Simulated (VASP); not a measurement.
# AlIn3Cl (Pm-3m) in VASP: relaxation of cell and atoms with PBE

Aim: the relaxation of cell and atoms of AlIn3Cl with PBE.

All numbers are computed with VASP 6.6.1; they aren't measurements. Logs are shortened: lines on timing, memory, paths and dates and some standing lists are left out, and cuts for length are marked.

## Step 1: The crystal as given

It takes space group Pm-3m (No. 221, cubic). Conventional cell: a = 5.443 Å, b = 5.443 Å, c = 5.443 Å, α = 90.00°, β = 90.00°, γ = 90.00°. Al (site symmetry m-3m) is surrounded by 6 In at 2.72 Å. Around In (site symmetry 4/mmm) lie 2 Al at 2.72 Å. Cl (site symmetry m-3m) is surrounded by 12 In at 3.85 Å.

The cell was built by a generator and needn't be a form met in nature.

## Step 2: Relaxation of cell and atoms, PBE

Contents of INCAR:

```
PREC = Accurate
ENCUT = 600
EDIFF = 1E-6
ISMEAR = 0
SIGMA = 0.05
LREAL = F
LASPH = T
NELM = 80
ALGO = Fast
ISIF = 3
LWAVE = F
LCHARG = F
GGA = PE
IBRION = 2
NSW = 60
EDIFFG = -0.01
```

Contents of KPOINTS:

```
Automatic mesh
0
Gamma
  5 5 5
```

Contents of POSCAR:

```
AlIn3Cl
1.0
    5.4434200000      0.0000000000      0.0000000000
    0.0000000000      5.4434200000      0.0000000000
    0.0000000000      0.0000000000      5.4434200000
Al In Cl
1 3 1
Direct
    0.0000000000      0.0000000000      0.0000000000
    0.5000000000      0.0000000000      0.0000000000
    0.0000000000      0.5000000000      0.0000000000
    0.0000000000      0.0000000000      0.5000000000
    0.5000000000      0.5000000000      0.5000000000
```

Potentials or basis: VASP PAW PBE potentials, release 64 (Al, In_d, Cl).

Started as:

```console
$ cat potpaw_PBE.64/Al/POTCAR potpaw_PBE.64/In_d/POTCAR potpaw_PBE.64/Cl/POTCAR > POTCAR
$ mpirun -np 1 vasp_std > vasp.out
```

OUTCAR:

```text
PREC = Accurate
   ENCUT = 600
   EDIFF = 1E-6
   ISMEAR = 0
   LREAL = F
   LASPH = T
   NELM = 80
   ISIF = 3
   GGA = PE
   IBRION = 2
   NSW = 60
   EDIFFG = -0.01

 ion  position               nearest neighbor table
   1  0.000  0.000  0.000-   2 2.72   3 2.72   4 2.72   4 2.72   3 2.72   2 2.72
   2  0.500  0.000  0.000-   1 2.72   1 2.72   4 3.85   4 3.85   3 3.85   3 3.85   3 3.85   4 3.85
                             4 3.85   3 3.85
   3  0.000  0.500  0.000-   1 2.72   1 2.72   4 3.85   4 3.85   2 3.85   2 3.85   4 3.85   4 3.85
                             2 3.85   2 3.85
   4  0.000  0.000  0.500-   1 2.72   1 2.72   3 3.85   2 3.85   2 3.85   3 3.85   3 3.85   3 3.85
                             2 3.85   2 3.85
   5  0.500  0.500  0.500-

  LATTYP: Found a simple cubic cell.
 ALAT       =     5.4434200000

  Lattice vectors:

 A1 = (   5.4434200000,   0.0000000000,   0.0000000000)
 A2 = (   0.0000000000,   5.4434200000,   0.0000000000)
 A3 = (   0.0000000000,   0.0000000000,   5.4434200000)

Analysis of symmetry for initial positions (statically):
=====================================================================
 Subroutine PRICEL returns:
 Original cell was already a primitive cell.

 Routine SETGRP: Setting up the symmetry group for a
 simple cubic supercell.

 Subroutine GETGRP returns: Found 48 space group operations
 (whereof 48 operations were pure point group operations)
 out of a pool of 48 trial point group operations.

The static configuration has the point symmetry O_h .

Analysis of symmetry for dynamics (positions and initial velocities):
=====================================================================
 Subroutine PRICEL returns:
 Original cell was already a primitive cell.

 Routine SETGRP: Setting up the symmetry group for a
 simple cubic supercell.

 Subroutine GETGRP returns: Found 48 space group operations
 (whereof 48 operations were pure point group operations)
 out of a pool of 48 trial point group operations.

The dynamic configuration has the point symmetry O_h .

 Subroutine INISYM returns: Found 48 space group operations
 (whereof 48 operations are pure point group operations),
 and found     1 'primitive' translations

----------------------------------------------------------------------------------------
[... 150 lines left out ...]
  energy-cutoff  :      600.00
  volume of cell :      161.29
      direct lattice vectors                 reciprocal lattice vectors
     5.443420000  0.000000000  0.000000000     0.183708036  0.000000000  0.000000000
     0.000000000  5.443420000  0.000000000     0.000000000  0.183708036  0.000000000
     0.000000000  0.000000000  5.443420000     0.000000000  0.000000000  0.183708036

 POSITION                                       TOTAL-FORCE (eV/Angst)
 -----------------------------------------------------------------------------------
      0.00000      0.00000      0.00000         0.000000      0.000000      0.000000
      2.72171      0.00000      0.00000         0.000000      0.000000      0.000000
      0.00000      2.72171      0.00000         0.000000      0.000000      0.000000
      0.00000      0.00000      2.72171         0.000000      0.000000      0.000000
      2.72171      2.72171      2.72171         0.000000      0.000000      0.000000
 -----------------------------------------------------------------------------------
    total drift:                                0.000000      0.000000      0.000000

  FREE ENERGIE OF THE ION-ELECTRON SYSTEM (eV)
  ---------------------------------------------------
  free  energy   TOTEN  =       -12.9916278214 eV

  energy  without entropy=      -12.9805541050  energy(sigma->0) =      -12.98609096

--------------------------------------- Ionic step        2  -------------------------------------------

 number of electron      48.9999993 magnetization

 Free energy of the ion-electron system (eV)
  ---------------------------------------------------
  ext. energy  EPLUGINS =         0.00000000
  ---------------------------------------------------
  free energy    TOTEN  =       -12.99174073 eV

  energy without entropy =      -12.98082455  energy(sigma->0) =      -12.98628264

 E-fermi :   4.1493     XC(G=0):  -8.4109

 val. band max:        3.9981714889   @ k =   0.4000   0.4000   0.4000
 cond. band min:       4.1601157480   @ k =   0.4000   0.4000   0.2000
 fundamental gap:      0.1619442592
 Fermi energy:         4.1493119292

 k-point     1 :       0.0000    0.0000    0.0000
  band No.  band energies     occupation
      1     -11.0465      2.00000
      2     -10.9380      2.00000
      3     -10.9380      2.00000
      4     -10.9299      2.00000
      5     -10.9299      2.00000
      6     -10.9299      2.00000
[... 309 lines left out ...]
     28       6.4044      0.00000
     29       8.3224      0.00000

------------------------ aborting loop because EDIFF is reached ----------------------------------------

  FORCE on cell =-STRESS in cart. coord.  units (eV):
  Direction    XX          YY          ZZ          XY          YZ          ZX
  --------------------------------------------------------------------------------------
  -------------------------------------------------------------------------------------
  Total        0.0153154      0.0153154      0.0153154     -0.0000000     -0.0000000      0.0000000
  in kB        0.1517335      0.1517335      0.1517335     -0.0000000     -0.0000000      0.0000000
  external PRESSURE =       0.1517335 kB  Pullay stress =       0.0000000 kB

 VOLUME and BASIS-vectors are now :
 -----------------------------------------------------------------------------
  energy-cutoff  :      600.00
  volume of cell :      161.72
      direct lattice vectors                 reciprocal lattice vectors
     5.448198287  0.000000000  0.000000000     0.183546917  0.000000000  0.000000000
    -0.000000000  5.448198287  0.000000000     0.000000000  0.183546917  0.000000000
    -0.000000000 -0.000000000  5.448198287     0.000000000 -0.000000000  0.183546917

 POSITION                                       TOTAL-FORCE (eV/Angst)
 -----------------------------------------------------------------------------------
      0.00000      0.00000      0.00000         0.000000      0.000000      0.000000
      2.72410      0.00000      0.00000         0.000000      0.000000      0.000000
     -0.00000      2.72410      0.00000        -0.000000      0.000000      0.000000
     -0.00000     -0.00000      2.72410         0.000000     -0.000000      0.000000
      2.72410      2.72410      2.72410        -0.000000      0.000000      0.000000
 -----------------------------------------------------------------------------------
    total drift:                                0.000000      0.000000      0.000000

  FREE ENERGIE OF THE ION-ELECTRON SYSTEM (eV)
  ---------------------------------------------------
  free  energy   TOTEN  =       -12.9917407304 eV

  energy  without entropy=      -12.9808245546  energy(sigma->0) =      -12.98628264

 reached required accuracy - stopping structural energy minimisation
```

Run time: 1.8 min. Hardware: 1 thread of Intel Xeon Platinum 8488C (Sapphire Rapids), shared host; peak memory 0.35 GiB.

Results:

| Item | Value |
| --- | --- |
| Free energy | -12.9917 eV |
| Relaxed volume | 32.34 Å³/atom |
| Relaxed cell | a = 5.448 Å, b = 5.448 Å, c = 5.448 Å, α = 90.00°, β = 90.00°, γ = 90.00° |
| Space group after relaxing (to 0.05 Å) | Pm-3m (No. 221) |
| Energy gained by relaxing | 0.0 meV/atom |
| Ionic steps | 2 |
| Pressure after relaxing | 0.0 GPa |
| Band gap on the k mesh | none (metal or under the smearing width) |

The path:
```csv
step,energy change (eV),largest force (eV/Å),pressure (GPa),volume (Å³)
1,0.0000,0.0000,0.09,161.29
2,-0.0001,0.0000,0.02,161.72
```

Final structure:
```
Al In Cl
1.0
     5.44820    0.00000    0.00000
     0.00000    5.44820    0.00000
     0.00000    0.00000    5.44820
Al In Cl
1 3 1
Direct
  0.00000 0.00000 0.00000
  0.50000 0.00000 0.00000
  0.00000 0.50000 0.00000
  0.00000 0.00000 0.50000
  0.50000 0.50000 0.50000
```

Caveat: an odd number of electrons without spin polarisation forces a metal; a magnetic or distorted state may lie lower.

## Step 3: For comparison

An earlier run on the cell as given: functional PBE; potentials or basis VASP PAW PBE potentials, release 64 (Al, In_d, Cl); cutoff 520 eV; k mesh 5 × 5 × 5; occupations fermi-dirac, width 0.05 eV; no spin polarisation.

- Pressure: 0.0 GPa
- Band gap on the k mesh: none (metal or under the smearing width)
